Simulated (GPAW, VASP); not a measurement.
The input files of a VASP run:

File KPOINTS:
```
Automatic mesh
0
Gamma
10 10 10
0 0 0
```

### INCAR
```
! general
SYSTEM =AgBr
PREC   =Accurate
ENCUT  =300
LREAL  =F
LASPH  =T

! electronic loop
EDIFF  =1E-6
NELM   =100
ALGO   =Normal
LMAXMIX=4

! smearing
ISMEAR =-1
SIGMA  =0.05

! ions
ISIF   =2

! output
LWAVE  =F
LCHARG =F
```

**POSCAR**
```
AgBr
2.8850
  0.0000000000   1.0000000000   1.0000000000
  1.0000000000   0.0000000000   1.0000000000
  1.0000000000   1.0000000000   0.0000000000
Ag Br
1 1
direct
  0.0000000000   0.0000000000   0.0000000000
  0.5000000000   0.5000000000   0.5000000000
```

POTCAR, in this order: Ag Br (LDA.64 set). Program: vasp_std.

Write an input for GPAW that does the same calculation.

One input that does it (LDA (Perdew-Wang 92), GPAW PAW datasets LDA (gpaw-data 1.0.1)):
```
from ase import Atoms
from ase.units import GPa
from gpaw import GPAW, PW, FermiDirac

atoms = Atoms(['Ag', 'Br'],
              cell=[[0.000000, 2.885000, 2.885000],
                    [2.885000, 0.000000, 2.885000],
                    [2.885000, 2.885000, 0.000000]],
              scaled_positions=[[0.000000, 0.000000, 0.000000],
                                [0.500000, 0.500000, 0.500000]],
              pbc=True)

calc = GPAW(mode=PW(600),
            xc='LDA',
            kpts={'size': (10, 10, 10), 'gamma': True},
            occupations=FermiDirac(0.05),
            nbands=-6,
            convergence={'density': 1e-05, 'energy': 1e-05, 'bands': -4},
            symmetry={'symmorphic': False, 'tolerance': 0.0005},
            maxiter=120,
            txt='-')

atoms.calc = calc

energy = atoms.get_potential_energy()
print('Energy (eV):', round(energy, 6))
forces = atoms.get_forces()
print('Forces (eV/Ang):')
print(forces.round(5))
stress = atoms.get_stress()
print('Stress (GPa, Voigt):', (stress / GPa).round(4))
```
Both are inputs of real runs that ended normally. What can't carry over is the choice of potentials or basis and its cut-off, and each code's defaults.

VASP's LDA is the Perdew-Zunger fit; the other code's may be Perdew-Wang, which differs slightly.

The structure is a typed AgBr crystal (Fm-3m). The cell was not relaxed at this level, and it may have been scaled.
